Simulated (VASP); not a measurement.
# NbWS4 (I-4) in VASP: further runs

The runs below take NbWS4 through relaxation of cell and atoms, with PBE.

Program: VASP 6.6.1. These are calculated values, not measurements. Logs are shortened: lines on timing, memory, paths and dates and some standing lists are left out, and cuts for length are marked.

## (1) Starting point

Symmetry: I-4, No. 82, tetragonal system. The conventional cell has a = 5.858 Å, b = 5.858 Å, c = 8.866 Å, α = 90.00°, β = 90.00°, γ = 90.00°. Around Nb (site symmetry -4) lie 4 S at 2.18 Å. Around W (site symmetry -4) lie 4 S at 1.83 Å. Around S (site symmetry 1) lie 1 W at 1.83 Å.

The cell was built by a generator and needn't be a form met in nature.

## (2) Relaxation of cell and atoms, PBE

File INCAR:

```
ALGO = Fast
EDIFF = 1E-4
EDIFFG = -0.08
ENCUT = 520
GGA = PE
IBRION = 2
ISIF = 3
ISMEAR = 0
LASPH = T
LCHARG = F
LREAL = F
LWAVE = F
NELM = 60
NSW = 24
PREC = Normal
SIGMA = 0.15
```

File KPOINTS:

```
k-points
0
Gamma
  4 4 4
```

File POSCAR:

```
NbWS4
1.0
   -2.9288067000      2.9288067000      4.4331797500
    2.9288067000     -2.9288067000      4.4331797500
    2.9288067000      2.9288067000     -4.4331797500
Nb W S
1 1 4
Direct
    0.0000000000      0.0000000000      0.0000000000
    0.2500000000      0.7500000000      0.5000000000
    0.5851146600      0.7276436100      0.5826767100
    0.1449669000      0.0024379500      0.4173232900
    0.2723563900      0.8550331000      0.8574710500
    0.9975620500      0.4148853400      0.1425289500
```

Potentials or basis: VASP PAW PBE potentials, release 64 (Nb_sv, W_sv, S).

Started as:

```bash
$ cat potpaw_PBE.64/Nb_sv/POTCAR potpaw_PBE.64/W_sv/POTCAR potpaw_PBE.64/S/POTCAR > POTCAR
$ mpirun -np 1 vasp_std > vasp.out
```

OUTCAR:

```text
EDIFF = 1E-4
   EDIFFG = -0.08
   ENCUT = 520
   GGA = PE
   IBRION = 2
   ISIF = 3
   ISMEAR = 0
   LASPH = T
   LREAL = F
   NELM = 60
   NSW = 24
   PREC = Normal

 ion  position               nearest neighbor table
   1  0.000  0.000  0.000-   3 2.18   4 2.18   5 2.18   6 2.18
   2  0.250  0.750  0.500-   6 1.83   4 1.83   5 1.83   3 1.83
   3  0.585  0.728  0.583-   2 1.83   1 2.18
   4  0.145  0.002  0.417-   2 1.83   1 2.18
   5  0.272  0.855  0.857-   2 1.83   1 2.18
   6  0.998  0.415  0.143-   2 1.83   1 2.18

  LATTYP: Found a body centered tetragonal cell.
 ALAT       =     5.8576134000
 C/A-ratio  =     1.5136470939

  Lattice vectors:

 A1 = (  -2.9288067000,   2.9288067000,   4.4331797500)
 A2 = (   2.9288067000,  -2.9288067000,   4.4331797500)
 A3 = (   2.9288067000,   2.9288067000,  -4.4331797500)

Analysis of symmetry for initial positions (statically):
=====================================================================
 Subroutine PRICEL returns:
 Original cell was already a primitive cell.

 Routine SETGRP: Setting up the symmetry group for a
 body centered tetragonal supercell.

 Subroutine GETGRP returns: Found  4 space group operations
 (whereof  4 operations were pure point group operations)
 out of a pool of 16 trial point group operations.

The static configuration has the point symmetry S_4 .

Analysis of symmetry for dynamics (positions and initial velocities):
=====================================================================
 Subroutine PRICEL returns:
 Original cell was already a primitive cell.

 Routine SETGRP: Setting up the symmetry group for a
 body centered tetragonal supercell.

 Subroutine GETGRP returns: Found  4 space group operations
 (whereof  4 operations were pure point group operations)
 out of a pool of 16 trial point group operations.

The dynamic configuration has the point symmetry S_4 .

 Subroutine INISYM returns: Found  4 space group operations
 (whereof  4 operations are pure point group operations),
 and found     1 'primitive' translations

----------------------------------------------------------------------------------------

                                     Primitive cell

  volume of cell :     152.1096

  direct lattice vectors                    reciprocal lattice vectors
    -2.928806700  2.928806700  4.433179750     0.000000000  0.170717992  0.112785862
     2.928806700 -2.928806700  4.433179750     0.170717992  0.000000000  0.112785862
     2.928806700  2.928806700 -4.433179750     0.170717992  0.170717992  0.000000000

[... 108 lines left out ...]
   IVDW    =     0    specifies the selected vdW correction
   LEPSILON=     F    determine dielectric tensor
   LRPA    =     F    only Hartree local field effects (RPA)
 conjugate gradient relaxation of ions
 non-spin polarized calculation
 RMM-DIIS sequential band-by-band and
 Gauss-broadening in eV      SIGMA  =   0.15
  energy-cutoff  :      520.00
  volume of cell :      152.11
 maximum number of plane-waves:      4132
   NGX = 23   NGY = 23   NGZ = 23

--------------------------------------- Ionic step        1  -------------------------------------------

 number of electron      51.0000003 magnetization

 Free energy of the ion-electron system (eV)
  ---------------------------------------------------
  ext. energy  EPLUGINS =         0.00000000
  ---------------------------------------------------
  free energy    TOTEN  =       -27.98115927 eV

  energy without entropy =      -27.94486565  energy(sigma->0) =      -27.96301246

------------------------ aborting loop because EDIFF is reached ----------------------------------------

  FORCE on cell =-STRESS in cart. coord.  units (eV):
  Direction    XX          YY          ZZ          XY          YZ          ZX
  --------------------------------------------------------------------------------------
  -------------------------------------------------------------------------------------
  Total       58.8701153     58.8701153     56.2249271      0.0000002      0.0000000      0.0000000
  in kB      620.0814197    620.0814197    592.2195399      0.0000026      0.0000000      0.0000000
  external PRESSURE =     610.7941264 kB  Pullay stress =       0.0000000 kB
[... 27 lines left out ...]
--------------------------------------- Ionic step        2  -------------------------------------------

 number of electron      50.9999949 magnetization

------------------------ aborting loop EDIFF was not reached (unconverged)  ----------------------------

  FORCE on cell =-STRESS in cart. coord.  units (eV):
  Direction    XX          YY          ZZ          XY          YZ          ZX
  --------------------------------------------------------------------------------------
  -------------------------------------------------------------------------------------
  Total      -73.8193647    -73.8193647    -98.7667225      0.0000648      0.0000000      0.0000000
  in kB     -246.6769654   -246.6769654   -330.0417917      0.0002166      0.0000000      0.0000000
  external PRESSURE =    -274.4652408 kB  Pullay stress =       0.0000000 kB
[... 61 lines left out ...]
  FREE ENERGIE OF THE ION-ELECTRON SYSTEM (eV)
  ---------------------------------------------------
  free  energy   TOTEN  =       -38.6358548768 eV

  energy  without entropy=      -38.5077506623  energy(sigma->0) =      -38.57180277

[... ionic steps 4 to 16 ...]

--------------------------------------- Ionic step       17  -------------------------------------------

 number of electron      51.0000003 magnetization

------------------------ aborting loop because EDIFF is reached ----------------------------------------
[... 75 lines left out ...]
--------------------------------------- Ionic step       19  -------------------------------------------

 number of electron      51.0000003 magnetization

 Free energy of the ion-electron system (eV)
  ---------------------------------------------------
  ext. energy  EPLUGINS =         0.00000000
  ---------------------------------------------------
  free energy    TOTEN  =       -41.54267619 eV

  energy without entropy =      -41.45518631  energy(sigma->0) =      -41.49893125

 E-fermi :   2.1151     XC(G=0):  -7.5023

 val. band max:        2.0923671577   @ k =   0.5000   0.5000   0.2500
 cond. band min:       2.1248896848   @ k =   0.2500   0.2500   0.2500
 fundamental gap:      0.0325225271
 Fermi energy:         2.1151371659

 k-point     1 :       0.0000    0.0000    0.0000
  band No.  band energies     occupation
      1     -72.6115      2.00000
      2     -53.5290      2.00000
      3     -36.9395      2.00000
      4     -36.8791      2.00000
      5     -36.8791      2.00000
      6     -29.6848      2.00000
[... 484 lines left out ...]
  FREE ENERGIE OF THE ION-ELECTRON SYSTEM (eV)
  ---------------------------------------------------
  free  energy   TOTEN  =       -41.5426761926 eV

  energy  without entropy=      -41.4551863133  energy(sigma->0) =      -41.49893125

 reached required accuracy - stopping structural energy minimisation
```

OSZICAR:

```text
N       E                     dE             d eps       ncg     rms          rms(c)
DAV:   1     0.536920366310E+03    0.53692E+03   -0.26536E+04   952   0.156E+03
DAV:   2     0.118069715195E+02   -0.52511E+03   -0.51483E+03  1102   0.471E+02
DAV:   3    -0.289139073536E+02   -0.40721E+02   -0.40282E+02  1288   0.117E+02
DAV:   4    -0.312828105214E+02   -0.23689E+01   -0.23497E+01  1332   0.275E+01
[... 301 lines left out ...]
DAV:   1    -0.415465629010E+02   -0.54206E-02   -0.34705E-01   948   0.436E+00    0.771E-01
RMM:   2    -0.415433994428E+02    0.31635E-02   -0.18009E-02  1140   0.975E-01    0.301E-01
RMM:   3    -0.415425942677E+02    0.80518E-03   -0.55187E-03  1149   0.480E-01    0.708E-02
RMM:   4    -0.415426620538E+02   -0.67786E-04   -0.10343E-03   990   0.186E-01    0.605E-02
RMM:   5    -0.415426761926E+02   -0.14139E-04   -0.26400E-04   584   0.103E-01
  19 F= -.41542676E+02 E0= -.41498931E+02  d E =-.622753E-02
```

CONTCAR:

```text
NbWS4
   1.00000000000000
    -3.0901985907059428    3.0901984113039704    5.2624335471369621
     3.0901985907059428   -3.0901984113039704    5.2624335471369621
     3.0901984113039704    3.0901985907059428   -5.2624335471369621
  Nb              W               S
     1     1     4
Direct
     0.0000000000000000    0.0000000000000000    0.0000000000000000
     0.2500000000000000    0.7500000000000000    0.5000000000000000
     0.6149673950387805    0.7017948674874633    0.5670128807113142
     0.1347819867761491    0.0479545143274663    0.4329871192886859
     0.2982051325125368    0.8652180132238508    0.9131725275513173
     0.9520454856725336    0.3850326049612194    0.0868274724486827

  0.00000000E+00  0.00000000E+00  0.00000000E+00
  0.00000000E+00  0.00000000E+00  0.00000000E+00
  0.00000000E+00  0.00000000E+00  0.00000000E+00
  0.00000000E+00  0.00000000E+00  0.00000000E+00
  0.00000000E+00  0.00000000E+00  0.00000000E+00
  0.00000000E+00  0.00000000E+00  0.00000000E+00
```

Run time: 13 min. Hardware: 1 thread of Intel Xeon Platinum 8488C (Sapphire Rapids), shared host; peak memory 0.26 GiB.

What came out:

```yaml
Free_energy: -41.5427 eV
Relaxed_volume: 33.50 Å³/atom
Relaxed_cell: a = 6.840 Å, b = 6.840 Å, c = 6.840 Å, α = 126.29°, β = 126.29°, γ = 79.42°
Space_group_after_relaxing_to_0.05_Å: I-4 (No. 82)
Energy_gained_by_relaxing: 2260.3 meV/atom
Ionic_steps: 19
Pressure_after_relaxing: -0.2 GPa
Largest_force_after_relaxing: 0.071 eV/Å
Band_gap_on_the_k_mesh: none (metal or under the smearing width)
```

Forces on the atoms (eV/Å):
```
Nb   0.000  0.000  0.000
W    0.000  0.000  0.000
S   -0.015  0.070 -0.007
S    0.015 -0.070 -0.007
S    0.070  0.015  0.007
S   -0.070 -0.015  0.007
```

The path:
| step | energy change (eV) | largest force (eV/Å) | pressure (GPa) | volume (Å³) |
| --- | --- | --- | --- | --- |
| 1 | 0.0000 | 18.1041 | 61.08 | 152.11 |
| 2 | 38.9246 | 1.1341 | -27.45 | 479.46 |
| 3 | -10.6547 | 3.8885 | -2.74 | 224.52 |
| 4 | -11.1421 | 4.1249 | -1.35 | 215.90 |
| 5 | -11.9250 | 4.5141 | 9.85 | 182.15 |
| 6 | -11.9613 | 4.5513 | 5.22 | 192.10 |
| 7 | -11.9837 | 4.5618 | 6.20 | 189.40 |
| 8 | -12.5414 | 1.5846 | -7.51 | 228.56 |
| 9 | -13.0919 | 1.6095 | -3.43 | 210.12 |
| 10 | -13.4948 | 0.1036 | 0.44 | 198.12 |
| 11 | -13.4949 | 0.1042 | 0.47 | 198.13 |
| 12 | -13.5085 | 0.0494 | 0.07 | 199.63 |
| 13 | -13.5143 | 0.2090 | -0.44 | 201.44 |
| 14 | -13.5247 | 0.2040 | -0.32 | 201.27 |
| 15 | -13.5468 | 0.2259 | 0.00 | 200.66 |
| 16 | -13.5497 | 0.3338 | 0.61 | 199.04 |
| 17 | -13.5553 | 0.2746 | 0.35 | 199.84 |
| 18 | -13.5601 | 0.0734 | -0.45 | 201.55 |
| 19 | -13.5615 | 0.0715 | -0.22 | 201.01 |

Final structure:
```
Nb W S
1.0
    -3.09020    3.09020    5.26243
     3.09020   -3.09020    5.26243
     3.09020    3.09020   -5.26243
Nb W S
1 1 4
Direct
  0.00000 0.00000 0.00000
  0.25000 0.75000 0.50000
  0.61497 0.70179 0.56701
  0.13478 0.04795 0.43299
  0.29821 0.86522 0.91317
  0.95205 0.38503 0.08683
```

Levels at points of the mesh, in eV from the Fermi level:
| k point | band 23 | band 24 | band 25 | band 26 | band 27 | band 28 | band 29 | band 30 |
| --- | --- | --- | --- | --- | --- | --- | --- | --- |
| (0.00, 0.00, 0.00) | -2.19 | -2.19 | -0.48 | -0.22 | 0.17 | 0.17 | 0.52 | 1.38 |
| (0.50, 0.00, 0.00) | -2.77 | -2.33 | -0.31 | -0.09 | 0.26 | 0.98 | 1.38 | 1.59 |
| (0.50, 0.50, 0.00) | -2.64 | -2.52 | -0.29 | -0.10 | 0.95 | 1.11 | 1.56 | 1.65 |
| (0.50, 0.50, 0.50) | -2.32 | -2.32 | -0.29 | -0.19 | 0.46 | 0.53 | 1.38 | 1.38 |

Caveat: the k mesh is coarse (spacing up to 0.38 Å⁻¹), so the values aren't converged; the volume moved by over 15 % at a fixed basis, so the end points are rough; the relaxation stopped at a loose force limit of 0.08 eV/Å, so its end isn't a converged minimum.

## (3) Relaxation of cell and atoms, PBE

This run uses another cell than the first one, of 20.28 Å³/atom, 0.800 times its volume.

INCAR is that of step 2.

File KPOINTS:

```
k-points
0
Gamma
  5 5 5
```

File POSCAR:

```
NbWS4
1.0
    1.6250000000      0.9381941900     13.3000000000
   -1.6250000000      0.9381941900     13.3000000000
    0.0000000000     -1.8763883700     13.3000000000
Nb W S
1 1 4
Direct
    0.0000000000      0.0000000000      0.0000000000
    0.5000000000      0.5000000000      0.5000000000
    0.8726000000      0.8726000000      0.8726000000
    0.7940000000      0.7940000000      0.7940000000
    0.3726000000      0.3726000000      0.3726000000
    0.2940000000      0.2940000000      0.2940000000
```

Potentials or basis: VASP PAW PBE potentials, release 64 (Nb_sv, W_sv, S).

Started as:

```bash
$ cat potpaw_PBE.64/Nb_sv/POTCAR potpaw_PBE.64/W_sv/POTCAR potpaw_PBE.64/S/POTCAR > POTCAR
$ mpirun -np 1 vasp_std > vasp.out
```

OUTCAR:

```text
EDIFF = 1E-4
   EDIFFG = -0.08
   ENCUT = 520
   GGA = PE
   IBRION = 2
   ISIF = 3
   ISMEAR = 0
   LASPH = T
   LREAL = F
   NELM = 60
   NSW = 24
   PREC = Normal

 ion  position               nearest neighbor table
   1  0.000  0.000  0.000-   5 2.44   5 2.44   5 2.44   6 2.45   6 2.45   6 2.45
   2  0.500  0.500  0.500-   3 2.44   3 2.44   3 2.44   4 2.45   4 2.45   4 2.45
   3  0.873  0.873  0.873-   2 2.44   2 2.44   2 2.44
   4  0.794  0.794  0.794-   2 2.45   2 2.45   2 2.45
   5  0.373  0.373  0.373-   1 2.44   1 2.44   1 2.44
   6  0.294  0.294  0.294-   1 2.45   1 2.45   1 2.45

  LATTYP: Found a trigonal (rhomboedric) cell.
 ALAT       =    13.4317099931
 COS(alpha) =     0.9707265362

  Lattice vectors:

 A1 = (   1.6250000000,   0.9381941900,  13.3000000000)
 A2 = (  -1.6250000000,   0.9381941900,  13.3000000000)
 A3 = (   0.0000000000,  -1.8763883700,  13.3000000000)

Analysis of symmetry for initial positions (statically):
=====================================================================
 Subroutine PRICEL returns:
 Original cell was already a primitive cell.

 Routine SETGRP: Setting up the symmetry group for a
 trigonal (rhombohedral) supercell.

 Subroutine GETGRP returns: Found  6 space group operations
 (whereof  6 operations were pure point group operations)
 out of a pool of 12 trial point group operations.
[... 174 lines left out ...]
  --------------------------------------------------------------------------------------
  -------------------------------------------------------------------------------------
  Total        0.9767499      0.9767499     -0.0535945      0.0000000     -0.0000000      0.0000000
  in kB       12.8630797     12.8630796     -0.7057997      0.0000000     -0.0000000      0.0000000
  external PRESSURE =       8.3401199 kB  Pullay stress =       0.0000000 kB
[... 27 lines left out ...]
--------------------------------------- Ionic step        2  -------------------------------------------

 number of electron      51.0000005 magnetization

 E-fermi :   5.5501     XC(G=0):  -9.9976

 val. band max:        5.4524731553   @ k =   0.2000   0.2000   0.2000
 cond. band min:       5.5977975464   @ k =   0.4000   0.4000   0.4000
 fundamental gap:      0.1453243911
 Fermi energy:         5.5500637772

 k-point     1 :       0.0000    0.0000    0.0000
  band No.  band energies     occupation
      1     -68.9714      2.00000
      2     -49.4021      2.00000
      3     -33.1450      2.00000
      4     -33.0683      2.00000
      5     -33.0683      2.00000
      6     -25.5227      2.00000
[... 735 lines left out ...]
--------------------------------------- Ionic step        5  -------------------------------------------

 number of electron      51.0000004 magnetization

 Free energy of the ion-electron system (eV)
  ---------------------------------------------------
  ext. energy  EPLUGINS =         0.00000000
  ---------------------------------------------------
  free energy    TOTEN  =       -45.25714741 eV

  energy without entropy =      -45.24113515  energy(sigma->0) =      -45.24914128

 E-fermi :   5.6127     XC(G=0): -10.0200

 val. band max:        5.5166071170   @ k =   0.2000   0.2000   0.2000
 cond. band min:       5.6651281528   @ k =   0.4000   0.4000   0.4000
 fundamental gap:      0.1485210358
 Fermi energy:         5.6127496507

 k-point     1 :       0.0000    0.0000    0.0000
  band No.  band energies     occupation
      1     -68.9124      2.00000
      2     -49.3287      2.00000
      3     -33.0905      2.00000
      4     -33.0139      2.00000
      5     -33.0139      2.00000
      6     -25.4548      2.00000
[... 649 lines left out ...]
  FREE ENERGIE OF THE ION-ELECTRON SYSTEM (eV)
  ---------------------------------------------------
  free  energy   TOTEN  =       -45.2571474065 eV

  energy  without entropy=      -45.2411351549  energy(sigma->0) =      -45.24914128

 reached required accuracy - stopping structural energy minimisation
```

CONTCAR:

```text
NbWS4
   1.00000000000000
     1.6351572854761014    0.9440585015020907   13.2671391806927037
    -1.6351572854761014    0.9440585015020907   13.2671391806927037
     0.0000000000000000   -1.8881169929665136   13.2671391806944658
  Nb              W               S
     1     1     4
Direct
     0.9999768960941248    0.9999768960941248    0.9999768960941248
     0.4999701566718693    0.4999701566718693    0.4999701566718693
     0.8720278655721709    0.8720278655721709    0.8720278655721684
     0.7945972110134748    0.7945972110134748    0.7945972110134771
     0.3730212745837614    0.3730212745837614    0.3730212745837621
     0.2936065960645897    0.2936065960645897    0.2936065960645890

  0.00000000E+00  0.00000000E+00  0.00000000E+00
  0.00000000E+00  0.00000000E+00  0.00000000E+00
  0.00000000E+00  0.00000000E+00  0.00000000E+00
  0.00000000E+00  0.00000000E+00  0.00000000E+00
  0.00000000E+00  0.00000000E+00  0.00000000E+00
  0.00000000E+00  0.00000000E+00  0.00000000E+00
```

Wall time 27 min (1 thread of Intel Xeon Platinum 8488C (Sapphire Rapids), shared host); peak memory 1.1 GiB.

Results:

* Free energy: -45.2571 eV
* Relaxed volume: 20.48 Å³/atom
* Relaxed cell: a = 13.401 Å, b = 13.401 Å, c = 13.401 Å, α = 14.02°, β = 14.02°, γ = 14.02°
* Space group after relaxing (to 0.05 Å): R3m (No. 160)
* Energy gained by relaxing: 3.4 meV/atom
* Ionic steps: 5
* Pressure after relaxing: 0.0 GPa
* Largest force after relaxing: 0.028 eV/Å
* Band gap on the k mesh: none (metal or under the smearing width)

Forces on the atoms (eV/Å):
```
Nb   0.000  0.000  0.012
W    0.000  0.000  0.015
S    0.000  0.000 -0.028
S    0.000  0.000  0.010
S    0.000  0.000  0.001
S    0.000  0.000 -0.011
```

Step by step:
```csv
step,energy change (eV),largest force (eV/Å),pressure (GPa),volume (Å³)
1,0.0000,0.4041,0.83,121.66
2,-0.0176,0.2060,-0.87,123.53
3,-0.0181,0.2369,-0.77,123.30
4,-0.0153,0.2950,0.91,122.25
5,-0.0206,0.0280,0.03,122.88
```

Final structure:
```xyz
6
Lattice="1.6352 0.9441 13.2671 -1.6352 0.9441 13.2671 0.0000 -1.8881 13.2671" Properties=species:S:1:pos:R:3 pbc="T T T"
Nb    0.0000    0.0000   39.8005
W     0.0000    0.0000   19.8995
S     0.0000    0.0000   34.7079
S     0.0000    0.0000   31.6261
S     0.0000    0.0000   14.8468
S     0.0000    0.0000   11.6860
```

Caveat: the k mesh is coarse (spacing up to 0.45 Å⁻¹), so the values aren't converged; the relaxation stopped at a loose force limit of 0.08 eV/Å, so its end isn't a converged minimum. Spin-orbit coupling is left out, which matters for the levels of W.
